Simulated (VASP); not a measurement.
Given:

```xyz
8
Lattice="5.3268 0.0000 0.0000 0.0000 3.7666 0.0000 0.0000 0.0000 25.3671" Properties=species:S:1:pos:R:3 pbc="T T T"
Tl     1.3317     0.0000     8.7368
Tl     3.9951     0.0000    11.3009
Tl     1.3317     0.0000    14.0662
Tl     3.9951     0.0000    16.6303
Cl     3.9951     1.8833     8.7850
Cl     1.3317     1.8833    11.2305
Cl     3.9951     1.8833    14.1366
Cl     1.3317     1.8833    16.5821
```

Level of theory: PBEsol GGA, VASP's PBE PAW potentials (set 64) (plane waves; VASP). Run with PREC = Normal, 400 eV cut-off, 4×5×1 Γ-centred mesh, Gaussian smearing of 0.050 eV, potentials Tl_d Cl.

### Question
Predict the energy per atom (σ→0).

### Answer

```yaml
energy per atom (σ→0): -3.185 eV/atom
```

Total energies compare only between runs with the same potentials, cut-off and functional.

The cell is a thin slab with vacuum, built from TlCl (CsCl type): (110) face.
